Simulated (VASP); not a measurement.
# WS2 (Tungstenite) with rev-vdW-DF2: from relaxation to properties, part 6 of 8

How well does rev-vdW-DF2 reproduce what experiment finds for WS2 (Tungstenite)? The cell is relaxed first, and properties follow on it. The start is a cell from a database of measured crystal structures.

VASP 6.6.1, plane waves and PAW; the level of theory is named at each step.

So far, gap on the k-mesh (eV): step 2 (full relaxation (rev-vdW-DF2)) 1.03; step 6 (total and projected DOS (rev-vdW-DF2)) 1.00; step 8 (independent-particle dielectric function (rev-vdW-DF2)) 1.000; step 9 (optical spectrum (rev-vdW-DF2)) 1.00; step 10 (core-level energies (rev-vdW-DF2)) 1.03. The relaxed cell has a = 3.167, c = 12.360 Å (conventional setting).

## (11) Bands along the symmetry lines (rev-vdW-DF2 + SOC)

This step: rev-vdW-DF2, spin-orbit coupling; plane waves and PAW (W, S) (VASP 6.6.1).

The mesh alone shows little of the dispersion and can miss band extrema, so KPOINTS_OPT adds a path through the symmetry points after the self-consistent cycle. Spin-orbit coupling needs spinors and the noncollinear program, where each band holds one electron.

Input file INCAR:

```
SYSTEM = WS2
PREC = Accurate
ENCUT = 400
EDIFF = 1E-06
NELM = 100
ISMEAR = 0
SIGMA = 0.05
LREAL = .FALSE.
ALGO = Normal
GGA = MK
AGGAC = 0
LUSE_VDW = .TRUE.
PARAM1 = 0.1234
PARAM2 = 0.711357
ZAB_VDW = -1.8867
LASPH = .TRUE.
LNONCOLLINEAR = .TRUE.
MAGMOM = 0 0 0 0 0 0 0 0 0 0 0 0 0 0 0 0 0 0
NBANDS = 48
GGA_COMPAT = .FALSE.
LSORBIT = .TRUE.
LMAXMIX = 4
LORBIT = 11
LWAVE = .FALSE.
LCHARG = .FALSE.
KPAR = 4
```

Input file POSCAR:

```
WS2
1.0
    3.1666065991      0.0000000000      0.0000000000
   -1.5833032995      2.7423617586      0.0000000000
    0.0000000000      0.0000000000     12.3604180458
W S
2 4
Direct
    0.3333333333      0.6666666667      0.2500000000
    0.6666666667      0.3333333333      0.7500000000
    0.3333333333      0.6666666667      0.6223351266
    0.6666666667      0.3333333333      0.1223351266
    0.3333333333      0.6666666667      0.8776648734
    0.6666666667      0.3333333333      0.3776648734
```

Input file KPOINTS:

```
Automatic mesh
0
Gamma
8 8 2
0 0 0
```

Input file KPOINTS_OPT:

```
Line mode
16
Line-mode
Reciprocal
  0.00000000   0.00000000   0.00000000 GAMMA
  0.50000000   0.00000000   0.00000000 M

  0.50000000   0.00000000   0.00000000 M
  0.33333333   0.33333333   0.00000000 K

  0.33333333   0.33333333   0.00000000 K
  0.00000000   0.00000000   0.00000000 GAMMA

  0.00000000   0.00000000   0.00000000 GAMMA
  0.00000000   0.00000000   0.50000000 A

  0.00000000   0.00000000   0.50000000 A
  0.50000000   0.00000000   0.50000000 L

  0.50000000   0.00000000   0.50000000 L
  0.33333333   0.33333333   0.50000000 H

  0.33333333   0.33333333   0.50000000 H
  0.00000000   0.00000000   0.50000000 A

  0.50000000   0.00000000   0.50000000 L
  0.50000000   0.00000000   0.00000000 M

  0.33333333   0.33333333   0.00000000 K
  0.33333333   0.33333333   0.50000000 H
```

Potentials, in the order of the species: W and S (PBE family, release 64).

Started as:

```sh
> mpirun -np 4 vasp_ncl
```

Log:

```text
[... set-up lines as in an earlier step ...]
 entering main loop
       N       E                     dE             d eps       ncg     rms          rms(c)
DAV:   1     0.170723844240E+03    0.17072E+03   -0.13860E+04  1920   0.108E+03
DAV:   2    -0.270211786600E+02   -0.19775E+03   -0.18958E+03  2536   0.258E+02
DAV:   3    -0.413164633637E+02   -0.14295E+02   -0.14133E+02  2448   0.699E+01
DAV:   4    -0.417327001272E+02   -0.41624E+00   -0.41442E+00  2776   0.126E+01
DAV:   5    -0.417408706789E+02   -0.81706E-02   -0.81564E-02  2472   0.170E+00    0.397E+01
DAV:   6    -0.393735611322E+02    0.23673E+01   -0.11102E+01  2744   0.168E+01    0.181E+01
DAV:   7    -0.391064418834E+02    0.26712E+00   -0.35702E+00  2512   0.112E+01    0.954E+00
DAV:   8    -0.389758780015E+02    0.13056E+00   -0.45907E-01  2560   0.431E+00    0.155E+00
DAV:   9    -0.389683359616E+02    0.75420E-02   -0.78570E-02  2576   0.153E+00    0.728E-01
DAV:  10    -0.389667781881E+02    0.15578E-02   -0.98508E-03  2568   0.594E-01    0.335E-01
DAV:  11    -0.389662274891E+02    0.55070E-03   -0.33725E-03  2568   0.291E-01    0.218E-01
DAV:  12    -0.389661724841E+02    0.55005E-04   -0.51040E-04  2584   0.131E-01    0.941E-02
DAV:  13    -0.389661806171E+02   -0.81331E-05   -0.64348E-05  2448   0.520E-02    0.741E-02
DAV:  14    -0.389661801220E+02    0.49513E-06   -0.40389E-06  2512   0.106E-02
   1 F= -.38966180E+02 E0= -.38966180E+02  d E =-.244496E-12  mag=     0.0000     0.0000     0.0000
 Start KPOINTS_OPT (optional k-point list driver)
k-point batch [1-20\144]
       N       E                     dE             ncg
DAV:   1     0.447248931575E+04   -0.86109E+04     1920
DAV:   2     0.505092013640E+03   -0.39674E+04     2520
DAV:   3     0.201178533233E+03   -0.30391E+03     2392
DAV:   4     0.190094765966E+03   -0.11084E+02     2840
DAV:   5     0.189840900506E+03   -0.25387E+00     2552
DAV:   6     0.189833410227E+03   -0.74903E-02     2888
DAV:   7     0.189833166919E+03   -0.24331E-03     2592
DAV:   8     0.189833155813E+03   -0.11106E-04     2432
DAV:   9     0.189833155169E+03   -0.64404E-06     1832
[...]
k-point batch [141-144\144]
       N       E                     dE             ncg
DAV:   1     0.213554731791E+05   -0.44943E+04      384
DAV:   2     0.206314359014E+05   -0.72404E+03      496
DAV:   3     0.205836614765E+05   -0.47774E+02      504
DAV:   4     0.205827178089E+05   -0.94367E+00      472
DAV:   5     0.205826864405E+05   -0.31368E-01      472
DAV:   6     0.205826850038E+05   -0.14368E-02      504
DAV:   7     0.205826849749E+05   -0.28910E-04      488
DAV:   8     0.205826849737E+05   -0.11732E-05      392
DAV:   9     0.205826849736E+05   -0.76518E-07      344
```

It took 5.1 min on 4 MPI ranks of AMD EPYC 9R14 (Zen 4), shared host; peak memory 3.3 GiB.

Parts of OUTCAR (step 11):

```text
   k-points           NKPTS =     20   k-points in BZ     NKDIM =     20   number of bands    NBANDS=     48

   NELECT =      36.0000    total number of electrons

 E-fermi :   6.3994

 k-point     1 :       0.0000    0.0000    0.0000
  band No.  band energies     occupation
    ...
     32       4.7048      1.00000
     33       4.9950      1.00000
     34       4.9950      1.00000
     35       6.1723      1.00000
     36       6.1723      1.00000
     37       8.3407      0.00000
     38       8.3407      0.00000
     39       8.3833      0.00000
     40       8.3835      0.00000
     41       8.4081      0.00000
    ...

Total vdW correction in eV:      4.7034624

  Total       -0.0241722     -0.0241722      0.0386614     -0.0000000      0.0000000      0.0000000
  in kB       -0.3608068     -0.3608068      0.5770799     -0.0000000      0.0000000      0.0000000
  external PRESSURE =      -0.0481779 kB  Pullay stress =       0.0000000 kB

 POSITION                                       TOTAL-FORCE (eV/Angst)
 -----------------------------------------------------------------------------------
     -0.00000      1.82824      3.09010        -0.000000     -0.000000     -0.000000
      1.58330      0.91412      9.27031        -0.000000     -0.000000     -0.000000
     -0.00000      1.82824      7.69232        -0.000000      0.000000      0.006764
      1.58330      0.91412      1.51211         0.000000     -0.000000      0.006764
     -0.00000      1.82824     10.84830         0.000000     -0.000000     -0.006764
      1.58330      0.91412      4.66810         0.000000     -0.000000     -0.006764
 -----------------------------------------------------------------------------------
    total drift:                                0.000000     -0.000000      0.000000

  FREE ENERGIE OF THE ION-ELECTRON SYSTEM (eV)
  ---------------------------------------------------
  free  energy   TOTEN  =       -38.9661801220 eV

  energy  without entropy=      -38.9661801220  energy(sigma->0) =      -38.96618012

Total vdW correction in eV:      4.7036155

 Spin-Orbit-Coupling matrix elements
 Ion:    1  E_soc:     -0.3197454
 Ion:    2  E_soc:     -0.3197454
 Ion:    3  E_soc:     -0.0031126
 Ion:    4  E_soc:     -0.0031126
 Ion:    5  E_soc:     -0.0031126
 Ion:    6  E_soc:     -0.0031126

 magnetization (x)
# of ion       s       p       d       tot
------------------------------------------
    1        0.000  -0.000  -0.000  -0.000
    2       -0.000   0.000   0.000   0.000
    3       -0.000   0.000   0.000   0.000
    4        0.000   0.000   0.000   0.000
    5        0.000   0.000   0.000   0.000
    6       -0.000   0.000   0.000   0.000
--------------------------------------------------
tot         -0.000   0.000   0.000   0.000

 magnetization (y)
# of ion       s       p       d       tot
------------------------------------------
    1        0.000   0.000  -0.000  -0.000
    2        0.000   0.000  -0.000  -0.000
    3       -0.000   0.000   0.000  -0.000
    4        0.000   0.000   0.000   0.000
    5        0.000   0.000   0.000   0.000
    6        0.000   0.000   0.000   0.000
--------------------------------------------------
tot          0.000   0.000  -0.000  -0.000

 magnetization (z)
# of ion       s       p       d       tot
------------------------------------------
    1        0.000   0.000   0.000   0.000
    2        0.000   0.000   0.000   0.000
    3        0.000   0.000   0.000   0.000
    4        0.000   0.000   0.000   0.000
    5        0.000   0.000   0.000   0.000
    6        0.000   0.000   0.000   0.000
--------------------------------------------------
tot          0.000   0.000   0.000   0.000

[... 7 parts as in an earlier step ...]

[... 9 further parts left out ...]
```

This step gave:

```
bands                             : 48
irreducible k-points              : 20
free energy (TOTEN)               : -38.97 eV
Fermi energy                      : 6.399 eV
pressure                          : -0.004818 GPa
least gap on mesh and path        : 0.9064 eV
least direct gap on mesh and path : 1.608 eV
conduction bottom at k            : 0.1778, 0.1778, 0
least direct gap at k             : 0.3333, 0.3333, 0
```

On-site spin-orbit energy by atom:

| atom | on-site spin-orbit energy (eV) |
| --- | --- |
| W1 | -0.320 |
| W2 | -0.320 |
| S3 | -0.003 |
| S4 | -0.003 |
| S5 | -0.003 |
| S6 | -0.003 |

Electronic bands along the path, in eV, zero at the valence-band top; v1 is the highest filled band, c1 the lowest empty one:

```
          point     v4     v3     v2     v1    c1    c2    c3    c4
              Γ  -1.18  -1.18   0.00   0.00  2.17  2.17  2.21  2.21
0.53 of the way  -1.68  -1.68  -1.52  -1.52  1.30  1.30  1.80  1.80
              M  -1.55  -1.55  -1.46  -1.46  2.12  2.12  2.15  2.15
0.53 of the way  -1.25  -1.25  -0.83  -0.83  1.74  1.74  1.95  1.95
              K  -0.87  -0.87  -0.40  -0.40  1.21  1.21  1.25  1.25
0.47 of the way  -1.62  -1.62  -1.37  -1.37  0.91  0.91  1.82  1.82
              Γ  -1.18  -1.18   0.00   0.00  2.17  2.17  2.21  2.21
0.47 of the way  -0.74  -0.74  -0.06  -0.06  2.18  2.19  2.21  2.21
              A  -0.30  -0.30  -0.30  -0.30  2.22  2.22  2.22  2.22
0.53 of the way  -1.56  -1.56  -1.56  -1.56  1.65  1.65  1.65  1.65
              L  -1.51  -1.51  -1.51  -1.51  2.14  2.14  2.14  2.14
0.53 of the way  -1.19  -1.19  -0.87  -0.87  1.76  1.76  1.94  1.94
              H  -0.86  -0.86  -0.44  -0.44  1.22  1.22  1.25  1.25
0.53 of the way  -1.55  -1.55  -1.35  -1.35  1.22  1.22  1.48  1.48
              A  -0.30  -0.30  -0.30  -0.30  2.22  2.22  2.22  2.22
      jump to L  -1.51  -1.51  -1.51  -1.51  2.14  2.14  2.14  2.14
0.47 of the way  -1.54  -1.54  -1.48  -1.48  2.13  2.13  2.15  2.15
              M  -1.55  -1.55  -1.46  -1.46  2.12  2.12  2.15  2.15
      jump to K  -0.87  -0.87  -0.40  -0.40  1.21  1.21  1.25  1.25
0.53 of the way  -0.87  -0.87  -0.42  -0.42  1.21  1.21  1.25  1.25
              H  -0.86  -0.86  -0.44  -0.44  1.22  1.22  1.25  1.25
```

The largest weight of each band there:

```
point      v4      v3      v2      v1      c1      c2      c3      c4
    Γ  W 0.84  W 0.84  W 0.72  W 0.72  S 0.58  S 0.58  W 0.54  W 0.54
    M  S 0.54  S 0.54  W 0.72  W 0.72  W 0.96  W 0.96  W 0.95  W 0.95
    K  W 0.84  W 0.84  W 0.81  W 0.81  W 0.94  W 0.94  W 0.95  W 0.95
    Γ  W 0.84  W 0.84  W 0.72  W 0.72  S 0.58  S 0.58  W 0.54  W 0.54
    A  W 0.68  W 0.68  W 0.68  W 0.68  W 0.54  W 0.54  W 0.53  W 0.53
    L  W 0.64  W 0.64  W 0.64  W 0.64  W 0.96  W 0.96  W 0.96  W 0.96
```

The gap moves by -0.05 eV against rev-vdW-DF2, which ran on another mesh.

The path shows an indirect gap of 0.91 eV (valence top at Γ, conduction bottom between K and Γ). The least direct gap is 1.61 eV.

## (12) Starting orbitals for the hybrid

This step: PBEsol; plane waves and PAW (W, S) (VASP 6.6.1).

A hybrid converges badly from random orbitals, so a cheap semilocal run writes a WAVECAR on the same mesh first.

Input file INCAR:

```
SYSTEM = WS2
PREC = Accurate
ENCUT = 400
EDIFF = 1E-05
NELM = 100
ISMEAR = 0
SIGMA = 0.05
LREAL = .FALSE.
ALGO = Normal
GGA = PS
NBANDS = 24
LASPH = .TRUE.
LORBIT = 11
LWAVE = .TRUE.
LCHARG = .FALSE.
KPAR = 4
```

POSCAR is that of step 11.

Input file KPOINTS:

```
Automatic mesh
0
Gamma
5 5 2
0 0 0
```

Started as:

```sh
> mpirun -np 4 vasp_std
```

Log:

```text
[banner, memory and clock lines left out]
running    4 mpi-ranks, on    1 nodes
 distrk:  each k-point on    1 cores,    4 groups
 distr:  one band on    1 cores,    1 groups

 POSCAR found type information on POSCAR W S
 POSCAR found :  2 types and       6 ions
 [... a notice as in an earlier step ...]

 LDA part: xc-table for (Slater+PW92), standard interpolation
 POSCAR, INCAR and KPOINTS ok, starting setup
 FFT: planning ... GRIDC
 FFT: planning ... GRID_SOFT
 FFT: planning ... GRID
 WAVECAR not read
 entering main loop
       N       E                     dE             d eps       ncg     rms          rms(c)
DAV:   1     0.154723873936E+03    0.15472E+03   -0.13871E+04   480   0.107E+03
DAV:   2    -0.411561898001E+02   -0.19588E+03   -0.18839E+03   688   0.250E+02
DAV:   3    -0.531300216850E+02   -0.11974E+02   -0.11890E+02   640   0.615E+01
DAV:   4    -0.533684259829E+02   -0.23840E+00   -0.23770E+00   632   0.982E+00
DAV:   5    -0.533762582123E+02   -0.78322E-02   -0.78273E-02   656   0.149E+00    0.400E+01
DAV:   6    -0.510788572065E+02    0.22974E+01   -0.10368E+01   704   0.157E+01    0.179E+01
DAV:   7    -0.507874691819E+02    0.29139E+00   -0.35759E+00   648   0.105E+01    0.898E+00
DAV:   8    -0.506421883206E+02    0.14528E+00   -0.49341E-01   672   0.444E+00    0.136E+00
DAV:   9    -0.506372416509E+02    0.49467E-02   -0.72449E-02   640   0.144E+00    0.574E-01
DAV:  10    -0.506355451772E+02    0.16965E-02   -0.14040E-02   688   0.675E-01    0.350E-01
DAV:  11    -0.506354683558E+02    0.76821E-04   -0.18026E-03   672   0.244E-01    0.126E-01
DAV:  12    -0.506354430474E+02    0.25308E-04   -0.39358E-04   672   0.125E-01    0.610E-02
DAV:  13    -0.506354454548E+02   -0.24074E-05   -0.25650E-05   528   0.295E-02
   1 F= -.50635445E+02 E0= -.50635445E+02  d E =-.295506E-12
 writing wavefunctions
```

Wall time 10 s (4 MPI ranks); peak memory 0.71 GiB; 34 s of CPU time.

Parts of OUTCAR (step 12):

```text
   k-points           NKPTS =     10   k-points in BZ     NKDIM =     10   number of bands    NBANDS=     24

   NELECT =      36.0000    total number of electrons

 E-fermi :   6.3832

 k-point     1 :       0.0000    0.0000    0.0000
  band No.  band energies     occupation
    ...
     14       4.0345      2.00000
     15       4.0345      2.00000
     16       4.7170      2.00000
     17       4.9440      2.00000
     18       6.1520      2.00000
     19       8.4684      0.00000
     20       8.4787      0.00000
     21       8.4837      0.00000
     22       8.4916      0.00000
     23       8.5192      0.00000
    ...

  Total       -2.3730794     -2.3730794     -2.0865313     -0.0000000     -0.0000000      0.0000000
  in kB      -35.4218171    -35.4218171    -31.1446514     -0.0000000     -0.0000000      0.0000000
  external PRESSURE =     -33.9960952 kB  Pullay stress =       0.0000000 kB

 POSITION                                       TOTAL-FORCE (eV/Angst)
 -----------------------------------------------------------------------------------
     -0.00000      1.82824      3.09010         0.000000      0.000000      0.000000
      1.58330      0.91412      9.27031         0.000000      0.000000      0.000000
     -0.00000      1.82824      7.69232         0.000000      0.000000      0.411446
      1.58330      0.91412      1.51211        -0.000000     -0.000000      0.411446
     -0.00000      1.82824     10.84830        -0.000000      0.000000     -0.411446
      1.58330      0.91412      4.66810         0.000000     -0.000000     -0.411446
 -----------------------------------------------------------------------------------
    total drift:                                0.000000     -0.000000      0.000000

  FREE ENERGIE OF THE ION-ELECTRON SYSTEM (eV)
  ---------------------------------------------------
  free  energy   TOTEN  =       -50.6354454548 eV

  energy  without entropy=      -50.6354454548  energy(sigma->0) =      -50.63544545

[... 7 parts as in an earlier step ...]

[... 9 further parts left out ...]
```

At this level the cell is under a tension of 3.4 GPa, so at these settings it is away from equilibrium.

A gap read on the k-mesh alone can miss the band edges.

This step gave:

```yaml
scf_cycles: 13
bands: 24
irreducible_k_points: 10
free_energy_toten: -50.6354 eV
fermi_energy: 6.383 eV
pressure: -3.400 GPa
conduction_bottom_at_k: 0.2, 0.2, 0
least_direct_gap_at_k: 0, 0, 0
gap_on_the_k_mesh: 1.030 eV
least_direct_gap_on_the_k_mesh: 2.316 eV
```

Force by atom:

```
atom  x (eV/Å)  y (eV/Å)  z (eV/Å)   size
  W1     0.000     0.000     0.000  0.000
  W2     0.000     0.000     0.000  0.000
  S3     0.000     0.000     0.411  0.411
  S4     0.000     0.000     0.411  0.411
  S5     0.000     0.000    -0.411  0.411
  S6     0.000     0.000    -0.411  0.411
```

(Part 6 of 8 ends here.)

[Lines on the potential files, build, host, timing and source positions are cut from VASP's logs without a mark.]

[Logs are printed without paths, hosts, clocks, repeated set-up lines and the standing remarks that a program may print on its own settings, such as how far it seeks lower states.]

[Hosts, paths, dates, database ids (printed as entryN), source tags and the programs' standing remarks are cut or masked in the printed files.]

[Measured values are set beside computed ones only where the two were judged alike; some that the calculation misses by far are left out.]
